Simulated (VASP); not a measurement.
Method: LDA (Ceperley-Alder, Perdew-Zunger), VASP's LDA PAW potentials (set 64) (plane waves; VASP 6.6.1).

The input files of a VASP run:

KPOINTS:
```
kpoints
0
gamma
8 8 7
0 0 0
```

### POSCAR
```
Ga
1.0
  2.1766783641  -3.7438648475   0.0000000000
  2.1766783641   3.7438648475   0.0000000000
  0.0000000000   0.0000000000   4.4759430736
Ga
4
Cartesian
  2.1766783641   2.5775334276   4.1014363928
  2.1766783641   1.1663314199   1.8634648560
  2.1766783641  -1.1663314199   2.6124782176
  2.1766783641  -2.5775334276   0.3745066808
```

INCAR:
```
ALGO  =  Normal
EDIFF  =  1E-6
EDIFFG  =  -0.02
ENCUT  =  500
IBRION  =  2
ISIF  =  3
ISMEAR  =  1
LASPH  =  .True.
LCHARG  =  .False.
LMAXMIX  =  4
LREAL  =  .False.
LWAVE  =  .False.
NELM  =  100
NSW  =  40
PREC  =  Accurate
SIGMA  =  0.1
SYSTEM  =  Ga
```

POTCAR, in this order: Ga_d (LDA.64 set). Program: vasp_std.

**Question.** What will the output report for the number of irreducible k-points (NKPTS), largest plane-wave count, number of space-group operations, FFT grid (NGX, NGY, NGZ)?

**Answer.** 
```json
{
 "number of irreducible k-points (NKPTS)": "84",
 "largest_plane_wave_count": "1872",
 "number_of_space_group_operations": "8",
 "FFT grid (NGX, NGY, NGZ)": "32 × 32 × 36"
}
```

The compound is Ga in the alpha structure. This run relaxes it. Symmetry was kept, so distortions that lower it aren't found.
